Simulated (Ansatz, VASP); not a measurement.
# PN: VASP beside Ansatz, part 2 of 2

Aim: how closely do two programs agree when they are given the same cell, functional and k mesh? The cell is generated by rule, not measured, and may not be a known phase. The cell is taken from a series of runs on this material, whose earlier steps may have relaxed, scaled, displaced or heated it; both programs get it as it stands.

VASP 6.6.1 and Ansatz 0.2.0.

So far: The starting structure; Ansatz: zone-centre phonons, PBE.

### Step 3. VASP: zone-centre phonons, PBE

Level of this step: PBE; plane waves and PAW (P, N); invented cell (VASP).

The same cell, functional, mesh and smearing now go to VASP, with its own data sets.

Lines of VASP's logs that name or quote its potential files are left out, and so is its time.

Contents of INCAR:

```
SYSTEM = PN
PREC = Accurate
ENCUT = 600
EDIFF = 1E-08
NELM = 120
ISMEAR = 0
SIGMA = 0.02
LREAL = .FALSE.
ALGO = Normal
GGA = PE
NBANDS = 11
LORBIT = 11
LWAVE = .FALSE.
LCHARG = .FALSE.
ISIF = 2
IBRION = 8
LASPH = .TRUE.
GGA_COMPAT = .FALSE.
KPAR = 2
```

Contents of POSCAR:

```
PN
1.0
    1.5462516486      0.8927288055      2.5250183686
   -1.5462516486      0.8927288055      2.5250183686
    0.0000000000     -1.7854576111      2.5250183686
P N
1 1
Direct
    0.5000000000      0.5000000000      0.5000000000
    0.0000000000      0.0000000000      0.0000000000
```

Contents of KPOINTS:

```
Automatic mesh
0
Gamma
16 16 16
0 0 0
```

Potentials, in the order of the species: P and N (PBE family, release 64).

Command:

```bash
mpirun -np 2 vasp_std
```

Numbers of over 12 decimals in the logs are rounded to 6 here.

The log of the run:

```text
[banner, memory and clock lines left out]
running    2 mpi-ranks, on    1 nodes
 distrk:  each k-point on    1 cores,    2 groups
 distr:  one band on    1 cores,    1 groups

 POSCAR found type information on POSCAR P N
 POSCAR found :  2 types and       2 ions
 LDA part: xc-table for (Slater+PW92), standard interpolation
 POSCAR, INCAR and KPOINTS ok, starting setup
 FFT: planning ... GRIDC
 FFT: planning ... GRID_SOFT
 FFT: planning ... GRID
 WAVECAR not read
 entering main loop
       N       E                     dE             d eps       ncg     rms          rms(c)
DAV:   1     0.197885412927E+02    0.19789E+02   -0.54826E+03  3198   0.944E+02
DAV:   2    -0.111820494505E+02   -0.30971E+02   -0.29312E+02  4335   0.156E+02
DAV:   3    -0.123597986287E+02   -0.11777E+01   -0.11723E+01  3971   0.265E+01
DAV:   4    -0.123646515789E+02   -0.48530E-02   -0.48518E-02  3581   0.183E+00
DAV:   5    -0.123646764392E+02   -0.24860E-04   -0.24860E-04  3849   0.131E-01    0.854E+00
DAV:   6    -0.115292835903E+02    0.83539E+00   -0.97225E+00  3919   0.160E+01    0.412E+00
DAV:   7    -0.114685455409E+02    0.60738E-01   -0.64497E-01  3587   0.517E+00    0.332E+00
DAV:   8    -0.114729959354E+02   -0.44504E-02   -0.61399E-02  3502   0.214E+00    0.903E-01
DAV:   9    -0.114694119823E+02    0.35840E-02   -0.18918E-02  3721   0.805E-01    0.861E-02
DAV:  10    -0.114694655128E+02   -0.53531E-04   -0.45443E-04  3487   0.179E-01    0.189E-02
DAV:  11    -0.114694626015E+02    0.29114E-05   -0.10454E-05  3755   0.218E-02    0.673E-03
DAV:  12    -0.114694623877E+02    0.21382E-06   -0.13740E-06  3508   0.100E-02    0.261E-03
DAV:  13    -0.114694624705E+02   -0.82846E-07   -0.99029E-08  3718   0.232E-03    0.710E-04
DAV:  14    -0.114694625127E+02   -0.42174E-07   -0.77408E-09  2069   0.659E-04    0.133E-04
DAV:  15    -0.114694625130E+02   -0.35578E-09   -0.68965E-10  1883   0.351E-04
   1 F= -.11469463E+02 E0= -.11469429E+02  d E =-.665182E-04
 Linear response reoptimize wavefunctions to high precision
DAV:   1    -0.114694625129E+02    0.83276E-10   -0.64955E-11  2117   0.896E-05
 Linear response DOF=           2
 Linear response progress:
  Degree of freedom:   1/  2
       N       E                     dE             d eps       ncg     rms          rms(c)
RMM:   1    -0.347236538681E-01   -0.34724E-01    0.22356E-03 33549   0.128E+00
RMM:   2    -0.344868887241E-01    0.23677E-03   -0.94312E-04 21438   0.252E-01    0.157E-01
RMM:   3    -0.338051500624E-01    0.68174E-03   -0.92885E-05 22385   0.599E-02    0.867E-02
RMM:   4    -0.334493061432E-01    0.35584E-03   -0.49766E-05 22425   0.438E-02    0.219E-02
RMM:   5    -0.334944372331E-01   -0.45131E-04   -0.20914E-06 22644   0.126E-02    0.137E-03
RMM:   6    -0.335014923260E-01   -0.70551E-05   -0.34453E-08 22973   0.109E-03    0.542E-04
RMM:   7    -0.335041547271E-01   -0.26624E-05   -0.76078E-09 22981   0.690E-04    0.205E-04
RMM:   8    -0.335039741505E-01    0.18058E-06   -0.11858E-08 23917   0.906E-05    0.117E-04
RMM:   9    -0.335038728279E-01    0.10132E-06   -0.62552E-08 23259   0.884E-05    0.894E-06
RMM:  10    -0.335039227034E-01   -0.49875E-07   -0.27912E-08 23902   0.216E-05    0.228E-06
RMM:  11    -0.335039193693E-01    0.33341E-08   -0.12715E-08 21700   0.197E-05    0.301E-07
 first order change of Fermi-energy   0.10743E-03
 force on displaced ion       1 direction 1 :  11.468  -0.000   0.000
 Linear response progress:
  Degree of freedom:   2/  2
       N       E                     dE             d eps       ncg     rms          rms(c)
RMM:   1    -0.219198054449E+00   -0.21920E+00    0.17045E-01 28435   0.327E+00
RMM:   2    -0.221904210906E+00   -0.27062E-02   -0.40241E-03 21556   0.555E-01    0.171E-01
RMM:   3    -0.222548542146E+00   -0.64433E-03   -0.95238E-05 22220   0.744E-02    0.102E-01
RMM:   4    -0.223685203562E+00   -0.11367E-02   -0.74214E-05 21596   0.635E-02    0.128E-02
RMM:   5    -0.223658702098E+00    0.26501E-04   -0.21234E-06 22715   0.130E-02    0.190E-03
RMM:   6    -0.223642291329E+00    0.16411E-04   -0.25102E-08 23452   0.112E-03    0.796E-04
RMM:   7    -0.223640783819E+00    0.15075E-05   -0.11191E-08 23223   0.648E-04    0.194E-04
RMM:   8    -0.223640128272E+00    0.65555E-06   -0.33679E-08 24169   0.149E-04    0.906E-05
RMM:   9    -0.223639123379E+00    0.10049E-05   -0.66681E-08 23712   0.111E-04    0.867E-06
RMM:  10    -0.223639204146E+00   -0.80767E-07    0.30464E-08 24706   0.360E-05    0.394E-06
RMM:  11    -0.223639214307E+00   -0.10161E-07   -0.13196E-09 22728   0.333E-05    0.703E-07
RMM:  12    -0.223639209120E+00    0.51870E-08   -0.44136E-09 18536   0.286E-05    0.156E-07
 first order change of Fermi-energy  -0.52045E-04
 force on displaced ion       2 direction 1 :  11.470   0.000  -0.000
 Linear response finished
```

Parts of OUTCAR (step 3):

```text
ion  position               nearest neighbor table
   1  0.500  0.500  0.500-   2 2.19   2 2.19   2 2.19   2 2.19   2 2.19   2 2.19
   2  0.000  0.000  0.000-   1 2.19   1 2.19   1 2.19   1 2.19   1 2.19   1 2.19

  LATTYP: Found a face centered cubic cell.
 ALAT       =     4.3734601045

 Subroutine GETGRP returns: Found 48 space group operations
 (whereof 48 operations were pure point group operations)

The static configuration has the point symmetry O_h .

 Found    145 irreducible k-points:

   k-points           NKPTS =    145   k-points in BZ     NKDIM =    145   number of bands    NBANDS=     11

   dimension x,y,z NGX =    28 NGY =   28 NGZ =   28
   dimension x,y,z NGXF=    56 NGYF=   56 NGZF=   56

   ENCUT  =  600.0 eV  44.10 Ry    6.64 a.u.   6.18  6.18  6.18*2*pi/ulx,y,z

   NELECT =      10.0000    total number of electrons

 k-points in reciprocal lattice and weights: Automatic mesh
   0.00000000  0.00000000  0.00000000       0.000
   0.06250000  0.00000000  0.00000000       0.002
   0.12500000  0.00000000  0.00000000       0.002
   0.18750000  0.00000000  0.00000000       0.002
   0.25000000  0.00000000  0.00000000       0.002
   0.31250000  0.00000000  0.00000000       0.002
   0.37500000  0.00000000  0.00000000       0.002
   0.43750000  0.00000000  0.00000000       0.002
   0.50000000  0.00000000  0.00000000       0.001
[...]
-0.31250000  0.50000000  0.18750000       0.003
  -0.25000000  0.50000000  0.25000000       0.001

 average (electrostatic) potential at core
       1 -81.0019       2 -60.5092

  Total       -0.3973565     -0.3973565     -0.3973565     -0.0000000      0.0000000      0.0000000
  in kB      -30.4421550    -30.4421550    -30.4421550     -0.0000000      0.0000000      0.0000000
  external PRESSURE =     -30.4421550 kB  Pullay stress =       0.0000000 kB

  energy-cutoff  :      600.00
  volume of cell :       20.91
      direct lattice vectors                 reciprocal lattice vectors
     1.546251649  0.892728805  2.525018369     0.323362630  0.186693502  0.132012241
    -1.546251649  0.892728805  2.525018369    -0.323362630  0.186693502  0.132012241
     0.000000000 -1.785457611  2.525018369     0.000000000 -0.373387003  0.132012241

 POSITION                                       TOTAL-FORCE (eV/Angst)
 -----------------------------------------------------------------------------------
      0.00000     -0.00000      3.78753         0.000000     -0.000000     -0.000000
      0.00000      0.00000      0.00000        -0.000000      0.000000      0.000000
 -----------------------------------------------------------------------------------
    total drift:                                0.000000      0.000000      0.000000

 Eigenvectors and eigenvalues of the dynamical matrix
 ----------------------------------------------------

   1 f  =    0.000390 THz     0.002448 2PiTHz    0.012993 cm-1     0.001611 meV
             X         Y         Z           dx          dy          dz
      0.000000 -0.000000  3.787528    -0.200488    0.803272    0.057216
      0.000000  0.000000  0.000000    -0.134787    0.540035    0.038466

   2 f  =    0.000390 THz     0.002448 2PiTHz    0.012993 cm-1     0.001611 meV
             X         Y         Z           dx          dy          dz
      0.000000 -0.000000  3.787528     0.026751   -0.052286    0.827808
      0.000000  0.000000  0.000000     0.017985   -0.035152    0.556530

   3 f  =    0.000390 THz     0.002448 2PiTHz    0.012993 cm-1     0.001611 meV
             X         Y         Z           dx          dy          dz
      0.000000 -0.000000  3.787528    -0.804863   -0.201830    0.013262
      0.000000  0.000000  0.000000    -0.541105   -0.135689    0.008916

   4 f/i=   17.050000 THz   107.128309 2PiTHz  568.726782 cm-1    70.513102 meV
             X         Y         Z           dx          dy          dz
      0.000000 -0.000000  3.787528    -0.000001    0.316309    0.459602
      0.000000  0.000000  0.000000     0.000001   -0.470491   -0.683632

   5 f/i=   17.050000 THz   107.128309 2PiTHz  568.726782 cm-1    70.513102 meV
             X         Y         Z           dx          dy          dz
      0.000000 -0.000000  3.787528     0.000002   -0.459602    0.316309
      0.000000  0.000000  0.000000    -0.000004    0.683632   -0.470491

   6 f/i=   17.050000 THz   107.128309 2PiTHz  568.726782 cm-1    70.513102 meV
             X         Y         Z           dx          dy          dz
      0.000000 -0.000000  3.787528     0.557929    0.000003   -0.000001
      0.000000  0.000000  0.000000    -0.829888   -0.000004    0.000001

 ELASTIC MODULI CONTR FROM IONIC RELAXATION (kBar)
 Direction    XX          YY          ZZ          XY          YZ          ZX
 --------------------------------------------------------------------------------
 XX           0.0000      0.0000      0.0000      0.0000      0.0000      0.0000
 YY           0.0000      0.0000      0.0000      0.0000      0.0000      0.0000
 ZZ           0.0000      0.0000      0.0000      0.0000      0.0000      0.0000
 XY           0.0000      0.0000      0.0000      0.0000      0.0000      0.0000
 YZ           0.0000      0.0000      0.0000      0.0000      0.0000      0.0000
 ZX           0.0000      0.0000      0.0000      0.0000      0.0000      0.0000
 --------------------------------------------------------------------------------
```

### Step 4. Comparison

Known differences besides the potentials themselves: VASP's run holds the zone centre alone; the cutoff is 420 eV in Ansatz and 600 eV in VASP. Total energies have different zeros and are not compared.

Both answers:

```tsv
quantity	Ansatz	VASP	difference
optical mode 1 to 3 (imaginary, printed as negative) (cm⁻¹)	-563.6	-568.7	+5.2
```

Modes are paired by rising frequency, not by their patterns, so a pair may set unlike modes beside each other; they are those without the splitting of longitudinal modes.

### Step 5. Results

| Item | Value |
| --- | --- |
| r.m.s. difference of the optical zone-centre modes, each program's sorted by frequency (zone-centre phonons, PBE) | 5.2 cm⁻¹ |

The r.m.s. difference of the optical zone-centre modes, each program's sorted by frequency is 5.2 cm⁻¹ (zone-centre phonons, PBE). Such differences can come from data sets, numerical settings and the points named under the comparisons, not from the functional's error against experiment.

[Lines on the potential files, build, host, timing and source positions are cut from VASP's logs without a mark.]

[Logs are printed without paths, hosts, clocks, repeated set-up lines and the standing remarks that a program may print on its own settings, such as how far it seeks lower states.]

[Hosts, paths, dates, database ids (printed as entryN), source tags and the programs' standing remarks are cut or masked in the printed files.]
